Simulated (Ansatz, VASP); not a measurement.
# Ta24O53 (amorphous TaO2.21): VASP beside Ansatz, part 2 of 3

Aim: how closely do two programs agree when they are given the same cell, functional and k mesh? Of the first pair: The structure shown is the start of the Ansatz relaxation below; VASP solves that cell, so the two are compared at the walk's first step.

VASP 6.6.1 and Ansatz 0.2.0.

So far: The structure; Ansatz: relaxation, PBE.

### Step 3. VASP: single point, PBE, start cell, pair 1

Level of this step: PBE; plane waves and PAW (Ta_pv, O) (VASP).

The same cell, functional, mesh and smearing now go to VASP, with its own data sets.

Lines of VASP's logs that name or quote its potential files are left out, and so is its time.

The input, INCAR:

```
SYSTEM = Ta24O53
PREC = Accurate
ENCUT = 520
EDIFF = 1E-06
NELM = 120
ISMEAR = -1
SIGMA = 0.1
LREAL = Auto
ALGO = Normal
GGA = PE
NBANDS = 344
LASPH = .TRUE.
LORBIT = 11
LWAVE = .FALSE.
LCHARG = .FALSE.
ISIF = 2
GGA_COMPAT = .FALSE.
EFERMI = MIDGAP
NCORE = 2
```

The input, POSCAR:

```
Ta24O53
1.0
   10.2551000000      0.0000000000      0.0000000000
    0.0000000000     10.2551000000      0.0000000000
    0.0000000000      0.0000000000     10.2551000000
Ta O
24 53
Direct
    0.9780109409      0.6965899894      0.9896831820
    0.2564285087      0.1033924584      0.2708798549
    0.3292605630      0.4594299422      0.7375647239
    0.0651480727      0.6993690944      0.6365125645
    0.9641544207      0.5439147351      0.3157843414
    0.3349455393      0.1858099872      0.8418152919
    0.7950093124      0.4507415822      0.8885530126
    0.5868982262      0.6968825267      0.9502296418
    0.3193532974      0.6276486821      0.0819787228
    0.8046630457      0.9678306404      0.4391278486
    0.6099794249      0.1788963540      0.3183099141
    0.6178096752      0.4809996977      0.3925558990
    0.9234429698      0.0026133339      0.1585942604
    0.4358904350      0.8592797730      0.3548478318
    0.5395364258      0.0259285624      0.0408284658
    0.6778188414      0.9700246707      0.7297929811
    0.5745433979      0.7009390450      0.5883999181
    0.1498278905      0.3545552944      0.5787266823
    0.2808163743      0.3648916149      0.3491531043
    0.8813663446      0.2602509971      0.6744936666
    0.0431882673      0.3156380728      0.0369864750
    0.5353628926      0.3983871440      0.0311259763
    0.3696112178      0.8858031614      0.7405973613
    0.1487064973      0.0310674689      0.5537147371
    0.1905880976      0.2525767667      0.1779699857
    0.9703757155      0.7189690983      0.7904847344
    0.8036196624      0.1344891810      0.3587093251
    0.4423652622      0.3047459313      0.7483886066
    0.8288851401      0.8844282357      0.2789733889
    0.6736843132      0.0355725444      0.8992696317
    0.2747706019      0.9554075533      0.4135308286
    0.4652026796      0.2225721836      0.9956314419
    0.5951477801      0.8492457411      0.0597653850
    0.9866993008      0.4038965978      0.1935037201
    0.6364053008      0.7792903043      0.7730397558
    0.7832493101      0.0942360387      0.6317832103
    0.7110413355      0.8532242494      0.5638852863
    0.7158096947      0.3372565845      0.0053631851
    0.1864145645      0.2520209457      0.9239402834
    0.7428108941      0.3775487319      0.7264775575
    0.4303517274      0.4645785999      0.3938918197
    0.7808017474      0.6472974422      0.9621164104
    0.4234575967      0.8306208618      0.5558502599
    0.1564782401      0.5418864760      0.6673069985
    0.3566420610      0.4771674581      0.9407221773
    0.9771235775      0.4982399001      0.9624674552
    0.9385086445      0.3824341060      0.5558307574
    0.9316242650      0.2974617507      0.8552037523
    0.2656531872      0.5028327369      0.1963120789
    0.1805735683      0.1862390420      0.4378309329
    0.9415315307      0.1678676951      0.0740412088
    0.1885988435      0.8436387749      0.6519682889
    0.9816481556      0.9547152149      0.5086834843
    0.5543095630      0.7073748671      0.3936382873
    0.2664722918      0.0557088668      0.7103002409
    0.1230899747      0.4597517333      0.4034285380
    0.6789304834      0.5525640901      0.5532661798
    0.9350664547      0.8804107225      0.0234322435
    0.3560374838      0.7572427378      0.2201831284
    0.0919444959      0.0060360211      0.2224746711
    0.4108004798      0.7531374633      0.8813858470
    0.6668291874      0.1113787286      0.1477801289
    0.6491111740      0.3092900118      0.4520092442
    0.5867422063      0.9944417899      0.3820830611
    0.4390888436      0.5920663865      0.6599155542
    0.9795223840      0.6647131671      0.4790787023
    0.0521301596      0.1693303820      0.6474827159
    0.5210968201      0.5897065850      0.1004670847
    0.1652543612      0.6923091925      0.9941199988
    0.4074948075      0.0039200008      0.1869703855
    0.6004622090      0.5115210968      0.8793185829
    0.5826466831      0.3593626586      0.2115240222
    0.3904496299      0.0053046777      0.9084358027
    0.9811605933      0.6643036148      0.1807685932
    0.4167974959      0.2042008367      0.3369347934
    0.7803239364      0.5302727423      0.3097190666
    0.5117258730      0.0208774171      0.6886524754
```

The input, KPOINTS:

```
Automatic mesh
0
Gamma
1 1 1
0 0 0
```

PAW data sets: Ta_pv and O (PBE family, release 64).

Run with:

```bash
mpirun -np 8 vasp_gam
```

Numbers of over 12 decimals in the logs are rounded to 6 here.

What it wrote:

```text
[banner, memory and clock lines left out]
running    8 mpi-ranks, on    1 nodes
[...]
LDA part: xc-table for (Slater+PW92), standard interpolation
 POSCAR, INCAR and KPOINTS ok, starting setup
[...]
entering main loop
       N       E                     dE             d eps       ncg     rms          rms(c)
DAV:   1     0.750326754783E+04    0.75033E+04   -0.36773E+05   696   0.181E+03
DAV:   2    -0.437730899170E+02   -0.75470E+04   -0.72584E+04   800   0.534E+02
DAV:   3    -0.861615936259E+03   -0.81784E+03   -0.80937E+03   760   0.170E+02
DAV:   4    -0.888413834843E+03   -0.26798E+02   -0.26351E+02   816   0.309E+01
[...]
DAV:  20    -0.737561768634E+03   -0.15923E-05   -0.13342E-04   816   0.279E-02    0.143E-02
DAV:  21    -0.737561772323E+03   -0.36881E-05   -0.32977E-05   808   0.134E-02    0.112E-02
DAV:  22    -0.737561771931E+03    0.39196E-06   -0.97364E-06   808   0.805E-03
   1 F= -.73756177E+03 E0= -.73700864E+03  d E =-.110627E+01
```

Parts of OUTCAR (step 3):

```text
  Total        9.9390877     10.6308857      6.1039551      2.5548799      1.0202999    -21.5610488
  in kB       14.7651344     15.7928435      9.0678059      3.7954333      1.5157192    -32.0302822
  external PRESSURE =      13.2085946 kB  Pullay stress =       0.0000000 kB

 POSITION                                       TOTAL-FORCE (eV/Angst)
 -----------------------------------------------------------------------------------
     10.02960      7.14360     10.14930        -0.549851     -0.158466     -0.024049
      2.62970      1.06030      2.77790         0.516029     -1.177996     -0.304039
      3.37660      4.71150      7.56380         1.777850      0.691819      0.348109
      0.66810      7.17210      6.52750         0.152729      0.296305     -0.533648
      9.88750      5.57790      3.23840        -0.193973     -0.246299     -0.043817
      3.43490      1.90550      8.63290        -0.067323     -0.518049     -0.556900
      8.15290      4.62240      9.11220         0.324221      0.243547      0.282433
      6.01870      7.14660      9.74470         0.266116      0.856315     -0.418949
      3.27500      6.43660      0.84070         0.316759      0.065666      0.416356
      8.25190      9.92520      4.50330        -0.314423     -0.075413      0.745051
      6.25540      1.83460      3.26430        -0.289486      0.533507     -0.265640
      6.33570      4.93270      4.02570        -0.514625     -0.122598     -0.904592
      9.47000      0.02680      1.62640        -0.282400      0.218542     -0.076746
      4.47010      8.81200      3.63900         0.325667      0.238285      0.065923
[...]
-----------------------------------------------------------------------------------
    total drift:                               -0.022939      0.001020      0.029306

  FREE ENERGIE OF THE ION-ELECTRON SYSTEM (eV)
  ---------------------------------------------------
  free  energy   TOTEN  =      -737.5617719306 eV

  energy  without entropy=     -736.4554988468  energy(sigma->0) =     -737.00863539

[... 3 further parts left out ...]
[key lines of the parts left out:]
E-fermi :   4.3210
```

The run ends at a pressure of 1.32 GPa, with forces up to 2.3 eV/Å.

### Step 4. Side by side

Known differences besides the potentials themselves: the data sets hold 630 valence electrons in Ansatz (on its default PAW (the set named soft_2) files) and 582 in VASP; the cutoff is 420 eV in Ansatz and 520 eV in VASP (PREC = Accurate, projectors in real space). Total energies have different zeros and are not compared.

Forces on 10 of the 77 atoms, those with the largest forces and the largest differences (eV/Å; atoms numbered as in POSCAR):

```
atom          Ansatz x, y, z            VASP x, y, z
 Ta2   0.500, -1.077, -0.303   0.516, -1.178, -0.304
 Ta3     1.838, 0.685, 0.329     1.778, 0.692, 0.348
Ta12  -0.497, -0.207, -0.790  -0.515, -0.123, -0.905
Ta16  -0.781, -0.093, -0.003  -0.578, -0.204, -0.041
Ta17    -0.444, 0.898, 0.554    -0.407, 0.995, 0.610
Ta18  -1.186, -1.665, -1.131  -1.151, -1.665, -1.123
Ta19   0.858, -0.048, -0.637   0.840, -0.089, -0.666
Ta24    0.960, -0.340, 0.205    1.005, -0.399, 0.214
 O47   0.380, -0.104, -0.056    0.430, 0.058, -0.205
 O77    0.236, -0.187, 0.109    0.063, -0.104, 0.051
```

The forces differ by 60 meV/Å r.m.s., which is 16.2 % of the r.m.s. force of 0.372 eV/Å (both taken over all components).

### Step 5. Ansatz: relaxation, PBE

This run makes the geometry at which the two programs are then compared. The cell compared in this pair holds 1066.03 Å³, against 1078.50 Å³ for the pair before.

The structure compared here is the end of the Ansatz relaxation.

The input, input.yaml:

```yaml
crystal:
  lattice:
    - [10.2551, 0.0, 0.0]
    - [0.0, 10.2551, 0.0]
    - [0.0, 0.0, 10.2551]
  atoms:
    - { symbol: Ta, position: [0.97801, 0.69659, 0.98968] }
    - { symbol: Ta, position: [0.25643, 0.10339, 0.27088] }
    - { symbol: Ta, position: [0.32926, 0.45943, 0.73756] }
    - { symbol: Ta, position: [0.06515, 0.69937, 0.63651] }
    - { symbol: Ta, position: [0.96415, 0.54391, 0.31578] }
    - { symbol: Ta, position: [0.33495, 0.18581, 0.84182] }
    - { symbol: Ta, position: [0.79501, 0.45074, 0.88855] }
    - { symbol: Ta, position: [0.5869, 0.69688, 0.95023] }
    - { symbol: Ta, position: [0.31935, 0.62765, 0.08198] }
    - { symbol: Ta, position: [0.80466, 0.96783, 0.43913] }
    - { symbol: Ta, position: [0.60998, 0.1789, 0.31831] }
    - { symbol: Ta, position: [0.61781, 0.481, 0.39256] }
    - { symbol: Ta, position: [0.92344, 0.00261, 0.15859] }
    - { symbol: Ta, position: [0.43589, 0.85928, 0.35485] }
    - { symbol: Ta, position: [0.53954, 0.02593, 0.04083] }
    - { symbol: Ta, position: [0.67782, 0.97002, 0.72979] }
    - { symbol: Ta, position: [0.57454, 0.70094, 0.5884] }
    - { symbol: Ta, position: [0.14983, 0.35456, 0.57873] }
    - { symbol: Ta, position: [0.28082, 0.36489, 0.34915] }
    - { symbol: Ta, position: [0.88137, 0.26025, 0.67449] }
    - { symbol: Ta, position: [0.04319, 0.31564, 0.03699] }
    - { symbol: Ta, position: [0.53536, 0.39839, 0.03113] }
    - { symbol: Ta, position: [0.36961, 0.8858, 0.7406] }
    - { symbol: Ta, position: [0.14871, 0.03107, 0.55371] }
    - { symbol: O, position: [0.19059, 0.25258, 0.17797] }
    - { symbol: O, position: [0.97038, 0.71897, 0.79048] }
    - { symbol: O, position: [0.80362, 0.13449, 0.35871] }
    - { symbol: O, position: [0.44237, 0.30475, 0.74839] }
    - { symbol: O, position: [0.82889, 0.88443, 0.27897] }
    - { symbol: O, position: [0.67368, 0.03557, 0.89927] }
    - { symbol: O, position: [0.27477, 0.95541, 0.41353] }
    - { symbol: O, position: [0.4652, 0.22257, 0.99563] }
    - { symbol: O, position: [0.59515, 0.84925, 0.05977] }
    - { symbol: O, position: [0.9867, 0.4039, 0.1935] }
    - { symbol: O, position: [0.63641, 0.77929, 0.77304] }
    - { symbol: O, position: [0.78325, 0.09424, 0.63178] }
    - { symbol: O, position: [0.71104, 0.85322, 0.56389] }
    - { symbol: O, position: [0.71581, 0.33726, 0.00536] }
    - { symbol: O, position: [0.18641, 0.25202, 0.92394] }
    - { symbol: O, position: [0.74281, 0.37755, 0.72648] }
    - { symbol: O, position: [0.43035, 0.46458, 0.39389] }
    - { symbol: O, position: [0.7808, 0.6473, 0.96212] }
    - { symbol: O, position: [0.42346, 0.83062, 0.55585] }
    - { symbol: O, position: [0.15648, 0.54189, 0.66731] }
    - { symbol: O, position: [0.35664, 0.47717, 0.94072] }
    - { symbol: O, position: [0.97712, 0.49824, 0.96247] }
    - { symbol: O, position: [0.93851, 0.38243, 0.55583] }
    - { symbol: O, position: [0.93162, 0.29746, 0.8552] }
    - { symbol: O, position: [0.26565, 0.50283, 0.19631] }
    - { symbol: O, position: [0.18057, 0.18624, 0.43783] }
    - { symbol: O, position: [0.94153, 0.16787, 0.07404] }
    - { symbol: O, position: [0.1886, 0.84364, 0.65197] }
    - { symbol: O, position: [0.98165, 0.95472, 0.50868] }
    - { symbol: O, position: [0.55431, 0.70737, 0.39364] }
    - { symbol: O, position: [0.26647, 0.05571, 0.7103] }
    - { symbol: O, position: [0.12309, 0.45975, 0.40343] }
    - { symbol: O, position: [0.67893, 0.55256, 0.55327] }
    - { symbol: O, position: [0.93507, 0.88041, 0.02343] }
    - { symbol: O, position: [0.35604, 0.75724, 0.22018] }
    - { symbol: O, position: [0.09194, 0.00604, 0.22247] }
    - { symbol: O, position: [0.4108, 0.75314, 0.88139] }
    - { symbol: O, position: [0.66683, 0.11138, 0.14778] }
    - { symbol: O, position: [0.64911, 0.30929, 0.45201] }
    - { symbol: O, position: [0.58674, 0.99444, 0.38208] }
    - { symbol: O, position: [0.43909, 0.59207, 0.65992] }
    - { symbol: O, position: [0.97952, 0.66471, 0.47908] }
    - { symbol: O, position: [0.05213, 0.16933, 0.64748] }
    - { symbol: O, position: [0.5211, 0.58971, 0.10047] }
    - { symbol: O, position: [0.16525, 0.69231, 0.99412] }
    - { symbol: O, position: [0.40749, 0.00392, 0.18697] }
    - { symbol: O, position: [0.60046, 0.51152, 0.87932] }
    - { symbol: O, position: [0.58265, 0.35936, 0.21152] }
    - { symbol: O, position: [0.39045, 0.0053, 0.90844] }
    - { symbol: O, position: [0.98116, 0.6643, 0.18077] }
    - { symbol: O, position: [0.4168, 0.2042, 0.33693] }
    - { symbol: O, position: [0.78032, 0.53027, 0.30972] }
    - { symbol: O, position: [0.51173, 0.02088, 0.68865] }
kpoints:
  mp_grid: { grid: [1, 1, 1] }
hamiltonian:
  xc: pbe
scf:
  occupations: { method: fermi_dirac, width: 0.1 }
output:
  forces: true
relax:
  f_tol: 0.04
  max_steps: 250
  cell: {}
```

Run with:

```bash
ansatz run input.yaml --threads 4 --pin off --max-ram 8192MiB --backend cpu --events-out ev --progress --plain --runs-dir out
```

What it wrote:

```text
[...]
Crystal: 77 atoms, lattice volume = 1078.499 Å³
Basis set: ecut = 420 eV, 21079 PW (Γ), exchange–correlation on 144×144×144 points (8 copies of the dense FFT grid, shifted against one another)
Bands: 392, of which v1, the nominal top of the filled ones, is band 315 counted from 1 (314 counted from 0)
Symmetry: 1 space group operations
[...]
k-points: 1
[...]
- { symbol: O, position: [0.790735, 0.151103, 0.381744] }
    - { symbol: O, position: [0.462049, 0.304808, 0.810428] }
    - { symbol: O, position: [0.820213, 0.905176, 0.277816] }
    - { symbol: O, position: [0.628995, 0.052693, 0.904091] }
    - { symbol: O, position: [0.273868, 0.936066, 0.398002] }
    - { symbol: O, position: [0.426766, 0.214626, 1.019652] }
[...]
- { symbol: O, position: [0.990708, 0.660685, 0.182158] }
    - { symbol: O, position: [0.419311, 0.213816, 0.308485] }
    - { symbol: O, position: [0.781420, 0.544878, 0.341069] }
    - { symbol: O, position: [0.480130, 0.057597, 0.664033] }
[key lines of the parts left out:]
P = ⅓ Tr σ = -0.0080 GPa (-0.080 kbar)
```

[end of part 2 of 3]

[Lines on the potential files, build, host, timing and source positions are cut from VASP's logs without a mark.]

[Logs are printed without paths, hosts, clocks, repeated set-up lines and the standing remarks that a program may print on its own settings, such as how far it seeks lower states.]

[Hosts, paths, dates, database ids (printed as entryN), source tags and the programs' standing remarks are cut or masked in the printed files.]
